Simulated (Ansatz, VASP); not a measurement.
## TlGaSe2: VASP beside Ansatz

Wanted: the spread between two codes on one cell, functional and k mesh.

Program: Ansatz 0.2.0. Level of theory: plane waves, with VASP 6.6.1 beside it; relaxation of cell and atoms at PBEsol. Results are calculated unless marked as measured.

### 1. The structure

It takes space group I4/mcm (No. 140, tetragonal). The conventional cell has a = 7.936 Å, b = 7.936 Å, c = 6.396 Å, α = 90.00°, β = 90.00°, γ = 90.00°. Nearest to Tl lie 2 Tl at 3.20 Å and 8 Se at 3.37 Å. Nearest to Se lie 2 Ga at 2.45 Å and 4 Tl at 3.37 Å. Nearest to Ga lie 4 Se at 2.45 Å. Farther neighbours and most contacts between anions are not listed.

As a file:

```
Tl Se Ga
1.0
    -3.96800    3.96800    3.19776
     3.96800   -3.96800    3.19776
     3.96800    3.96800   -3.19776
Tl Se Ga
2 4 2
Direct
  0.25000 0.25000 0.00000
  0.75000 0.75000 0.00000
  0.33484 0.16516 0.50000
  0.83484 0.33484 0.16967
  0.66516 0.83484 0.50000
  0.16516 0.66516 0.83033
  0.75000 0.25000 0.50000
  0.25000 0.75000 0.50000
```

### 2. VASP: relaxation of cell and atoms, PBEsol

The relaxed volume is the usual yardstick between codes: its relative difference is about their pressure difference at one cell divided by the bulk modulus.

Lines of VASP's logs that name or quote its potential files are left out, and so is its time.

Contents of INCAR:

```
SYSTEM = TlGaSe2
PREC = Accurate
ENCUT = 350
EDIFF = 1E-08
NELM = 120
ISMEAR = 0
SIGMA = 0.05
LREAL = .FALSE.
ALGO = Fast
GGA = PS
NBANDS = 26
LORBIT = 11
LWAVE = .FALSE.
LCHARG = .FALSE.
KPAR = 4
IBRION = 1
NSW = 30
ISIF = 3
EDIFFG = -0.002
POTIM = 0.4
```

Contents of POSCAR:

```
TlGaSe2
1.0
   -3.9680040287      3.9680040287      3.1977641411
    3.9680040287     -3.9680040287      3.1977641411
    3.9680040287      3.9680040287     -3.1977641411
Tl Se Ga
2 4 2
Direct
    0.2500000000      0.2500000000      0.0000000000
    0.7500000000      0.7500000000      0.0000000000
    0.3348373931      0.1651626069      0.5000000000
    0.8348373931      0.3348373931      0.1696747863
    0.6651626069      0.8348373931      0.5000000000
    0.1651626069      0.6651626069      0.8303252137
    0.7500000000      0.2500000000      0.5000000000
    0.2500000000      0.7500000000      0.5000000000
```

Contents of KPOINTS:

```
Automatic mesh
0
Gamma
6 6 6
0 0 0
```

PAW data sets: Tl, Se and Ga (PBE family, release 64).

Started as:

```
$ mpirun -np 4 vasp_std
```

Numbers of over 12 decimals in the logs are rounded to 6 here.

Log:

```text
[banner, memory and clock lines left out]
running    4 mpi-ranks, on    1 nodes
 distrk:  each k-point on    1 cores,    4 groups
 distr:  one band on    1 cores,    1 groups

 POSCAR found type information on POSCAR TlSeGa
 POSCAR found :  3 types and       8 ions
|                                                                             |
|               ----> ADVICE to this user running VASP <----                  |
|                                                                             |
|     You enforced a specific xc type in the INCAR file but a different       |
|     [... a line on the potential file left out ...]
|     I HOPE YOU KNOW WHAT YOU ARE DOING!                                     |
|                                                                             |

 LDA part: xc-table for (Slater+PW92), standard interpolation
 POSCAR, INCAR and KPOINTS ok, starting setup
 FFT: planning ... GRIDC
 FFT: planning ... GRID_SOFT
 FFT: planning ... GRID
 WAVECAR not read
 entering main loop
       N       E                     dE             d eps       ncg     rms          rms(c)
DAV:   1     0.194064519500E+03    0.19406E+03   -0.96830E+03  1560   0.812E+02
DAV:   2    -0.114754674514E+02   -0.20554E+03   -0.19990E+03  2074   0.168E+02
DAV:   3    -0.318899543582E+02   -0.20414E+02   -0.20229E+02  1920   0.630E+01
DAV:   4    -0.325546556603E+02   -0.66470E+00   -0.66196E+00  2002   0.124E+01
DAV:   5    -0.325794705716E+02   -0.24815E-01   -0.24794E-01  2062   0.231E+00    0.749E+00
RMM:   6    -0.318747526961E+02    0.70472E+00   -0.81340E-01  1560   0.310E+00    0.436E+00
RMM:   7    -0.317753017465E+02    0.99451E-01   -0.10841E+00  1562   0.331E+00    0.120E+00
RMM:   8    -0.317700686311E+02    0.52331E-02   -0.20670E-01  1560   0.180E+00    0.462E-01
RMM:   9    -0.317556423491E+02    0.14426E-01   -0.36222E-02  1588   0.790E-01    0.113E-01
RMM:  10    -0.317575917192E+02   -0.19494E-02   -0.18120E-02  1820   0.416E-01    0.138E-01
RMM:  11    -0.317567341930E+02    0.85753E-03   -0.32501E-03  1572   0.224E-01    0.219E-02
RMM:  12    -0.317567922153E+02   -0.58022E-04   -0.54313E-04  1854   0.107E-01    0.214E-02
RMM:  13    -0.317568018495E+02   -0.96343E-05   -0.10308E-04  1719   0.338E-02    0.177E-02
RMM:  14    -0.317568032062E+02   -0.13567E-05   -0.14189E-05  1920   0.120E-02    0.182E-02
[...]
RMM:  22    -0.317568057558E+02    0.51887E-05   -0.51480E-06  1795   0.703E-03    0.147E-02
RMM:  23    -0.317568028689E+02    0.28869E-05   -0.44600E-06  1686   0.646E-03    0.965E-03
RMM:  24    -0.317568018760E+02    0.99298E-06   -0.53018E-06  1813   0.688E-03    0.465E-03
RMM:  25    -0.317568019805E+02   -0.10456E-06   -0.10887E-06  1860   0.340E-03    0.282E-03
RMM:  26    -0.317568019030E+02    0.77526E-07   -0.76529E-08  1434   0.111E-03    0.189E-03
RMM:  27    -0.317568018221E+02    0.80948E-07   -0.63924E-08  1425   0.887E-04    0.106E-03
RMM:  28    -0.317568017941E+02    0.27981E-07   -0.10603E-07  1493   0.103E-03    0.492E-04
RMM:  29    -0.317568018020E+02   -0.78956E-08   -0.24011E-08  1094   0.578E-04
   1 F= -.31756802E+02 E0= -.31756801E+02  d E =-.317568E+02
[...]
2 F= -.31756833E+02 E0= -.31756832E+02  d E =-.310737E-04
[...]
3 F= -.31756839E+02 E0= -.31756838E+02  d E =-.650578E-05
[...]
4 F= -.31756842E+02 E0= -.31756841E+02  d E =-.261145E-05
 BRION: g(F)=  0.175E-05 g(S)=  0.228E-05 retain N=  1 mean eig= 2.32
 eig:   2.321
 bond charge predicted
       N       E                     dE             d eps       ncg     rms          rms(c)
DAV:   1    -0.317568605987E+02   -0.18613E-04   -0.11535E-03  1618   0.145E-01    0.193E-02
RMM:   2    -0.317568520099E+02    0.85888E-05   -0.55055E-05  1561   0.367E-02    0.820E-03
RMM:   3    -0.317568498129E+02    0.21970E-05   -0.23550E-05  1570   0.225E-02    0.356E-03
RMM:   4    -0.317568498159E+02   -0.30004E-08   -0.43184E-06  1732   0.107E-02    0.271E-03
RMM:   5    -0.317568497808E+02    0.35185E-07   -0.71126E-07  1661   0.403E-03    0.172E-03
RMM:   6    -0.317568498054E+02   -0.24642E-07   -0.13678E-07  1481   0.161E-03    0.539E-04
RMM:   7    -0.317568498277E+02   -0.22323E-07   -0.22769E-08  1140   0.665E-04    0.793E-05
RMM:   8    -0.317568498303E+02   -0.25580E-08   -0.44987E-09  1006   0.322E-04
   5 F= -.31756850E+02 E0= -.31756849E+02  d E =-.783741E-05
 BRION: g(F)=  0.298E-06 g(S)=  0.302E-06 retain N=  1 mean eig= 3.78
 eig:   3.776
 reached required accuracy - stopping structural energy minimisation
```

From OUTCAR (step 2):

```text
ion  position               nearest neighbor table
   1  0.250  0.250  0.000-   2 3.20   2 3.20   3 3.37   3 3.37   5 3.37   5 3.37   4 3.37   6 3.37
                             4 3.37   6 3.37
   2  0.750  0.750  0.000-   1 3.20   1 3.20   5 3.37   5 3.37   3 3.37   3 3.37   6 3.37   4 3.37
                             4 3.37   6 3.37
   3  0.335  0.165  0.500-   7 2.45   8 2.45   1 3.37   1 3.37   2 3.37   2 3.37
   4  0.835  0.335  0.170-   7 2.45   8 2.45   2 3.37   1 3.37   1 3.37   2 3.37
   5  0.665  0.835  0.500-   7 2.45   8 2.45   2 3.37   2 3.37   1 3.37   1 3.37
   6  0.165  0.665  0.830-   8 2.45   7 2.45   2 3.37   1 3.37   1 3.37   2 3.37
   7  0.750  0.250  0.500-   4 2.45   6 2.45   5 2.45   3 2.45   8 3.20   8 3.20
   8  0.250  0.750  0.500-   6 2.45   4 2.45   5 2.45   3 2.45   7 3.20   7 3.20

  LATTYP: Found a body centered tetragonal cell.
 ALAT       =     7.9360080574
 C/A-ratio  =     0.8058873222

 Subroutine GETGRP returns: Found 16 space group operations
 (whereof  8 operations were pure point group operations)

The static configuration has the point symmetry C_4h.
 The point group associated with its full space group is D_4h.

 Found     30 irreducible k-points:

   k-points           NKPTS =     30   k-points in BZ     NKDIM =     30   number of bands    NBANDS=     26

   dimension x,y,z NGX =    40 NGY =   40 NGZ =   40
   dimension x,y,z NGXF=    80 NGYF=   80 NGZF=   80

   ENCUT  =  350.0 eV  25.72 Ry    5.07 a.u.   9.85  9.85  9.85*2*pi/ulx,y,z

   NELECT =      36.0000    total number of electrons

 k-points in reciprocal lattice and weights: Automatic mesh
   0.00000000  0.00000000  0.00000000       0.005
   0.16666667 -0.00000000  0.00000000       0.037
   0.33333333 -0.00000000  0.00000000       0.037
   0.50000000 -0.00000000  0.00000000       0.019
   0.16666667  0.16666667  0.00000000       0.037
   0.33333333  0.16666667  0.00000000       0.074
   0.50000000  0.16666667  0.00000000       0.074
  -0.33333333  0.16666667 -0.00000000       0.074
  -0.16666667  0.16666667  0.00000000       0.019
[...]
-0.33333333 -0.33333333  0.33333333       0.009
   0.50000000  0.50000000  0.50000000       0.005

 average (electrostatic) potential at core
       1 -41.7289       2 -41.7289       3 -54.8822       4 -54.8822       5 -54.8822
       6 -54.8822       7 -14.4367       8 -14.4367

 E-fermi :   3.0003

 k-point     1 :       0.0000    0.0000    0.0000
  band No.  band energies     occupation
    ...
     14      -0.1541      2.00000
     15       1.6045      2.00000
     16       1.6045      2.00000
     17       1.6146      2.00000
     18       1.7302      2.00000
     19       5.2633      0.00000
     20       5.6588      0.00000
     21       6.1367      0.00000
     22       6.2412      0.00000
     23       6.2412      0.00000
    ...

 k-point     2 :       0.1667   -0.0000    0.0000
  band No.  band energies     occupation
    ...
     14       0.9512      2.00000
     15       1.2853      2.00000
     16       1.4412      2.00000
     17       1.5415      2.00000
     18       1.8970      2.00000
     19       5.3644      0.00000
     20       5.4003      0.00000
     21       5.6193      0.00000
     22       6.2326      0.00000
     23       6.4912      0.00000
    ...

 k-point     3 :       0.3333   -0.0000    0.0000
  band No.  band energies     occupation
    ...
     14       0.9057      2.00000
     15       1.2204      2.00000
     16       1.4711      2.00000
     17       1.8401      2.00000
     18       1.8617      2.00000
     19       4.7411      0.00000
     20       5.5115      0.00000
     21       5.5647      0.00000
     22       6.1036      0.00000
     23       6.2924      0.00000
    ...

  Total        0.0053654      0.0053654      0.0022413      0.0000000      0.0000000      0.0000000
  in kB        0.0426279      0.0426279      0.0178073      0.0000000      0.0000000      0.0000000
  external PRESSURE =       0.0343544 kB  Pullay stress =       0.0000000 kB

  energy-cutoff  :      350.00
  volume of cell :      201.66
      direct lattice vectors                 reciprocal lattice vectors
    -3.970300316  3.970300316  3.198268400     0.000000000  0.125935058  0.156334597
     3.970300316 -3.970300316  3.198268400     0.125935058  0.000000000  0.156334597
     3.970300316  3.970300316 -3.198268400     0.125935058  0.125935058  0.000000000

 POSITION                                       TOTAL-FORCE (eV/Angst)
 -----------------------------------------------------------------------------------
     -0.00000     -0.00000      1.59913        -0.000000     -0.000000     -0.000000
     -0.00000     -0.00000      4.79740        -0.000000     -0.000000     -0.000000
      1.31101      2.65929      0.00000        -0.000982      0.000982     -0.000000
     -1.31101      2.65929      3.19827         0.000982      0.000982      0.000000
      2.65929      1.31101      3.19827         0.000982     -0.000982     -0.000000
      5.28131      1.31101      0.00000        -0.000982     -0.000982     -0.000000
      0.00000      3.97030      1.59913        -0.000000     -0.000000     -0.000000
      3.97030      0.00000      1.59913         0.000000     -0.000000     -0.000000
 -----------------------------------------------------------------------------------
    total drift:                               -0.000000     -0.000000     -0.000000

  FREE ENERGIE OF THE ION-ELECTRON SYSTEM (eV)
  ---------------------------------------------------
  free  energy   TOTEN  =       -31.7568498303 eV

  energy  without entropy=      -31.7568479248  energy(sigma->0) =      -31.75684888

 reached required accuracy - stopping structural energy minimisation

 total charge
# of ion       s       p       d       tot
------------------------------------------
    1        1.732   0.370   0.085   2.187
    2        1.732   0.370   0.085   2.187
    3        1.470   2.334   0.024   3.829
    4        1.470   2.334   0.024   3.829
    5        1.470   2.334   0.024   3.829
    6        1.470   2.334   0.024   3.829
    7        1.061   1.094   0.178   2.333
    8        1.061   1.094   0.178   2.333
--------------------------------------------------
tot         11.468  12.265   0.623  24.356

[... 3 further parts left out ...]
```

The data sets Tl and Ga keep the semicore shell frozen, which is cheaper and a little less accurate. The run keeps the 16 symmetry operations of its start, so it cannot find a distortion of lower symmetry.

[end of part 1 of 2]

[Lines on the potential files, build, host, timing and source positions are cut from VASP's logs without a mark.]

[Logs are printed without paths, hosts, clocks, repeated set-up lines and the standing remarks that a program may print on its own settings, such as how far it seeks lower states.]

[Hosts, paths, dates, database ids (printed as entryN), source tags and the programs' standing remarks are cut or masked in the printed files.]
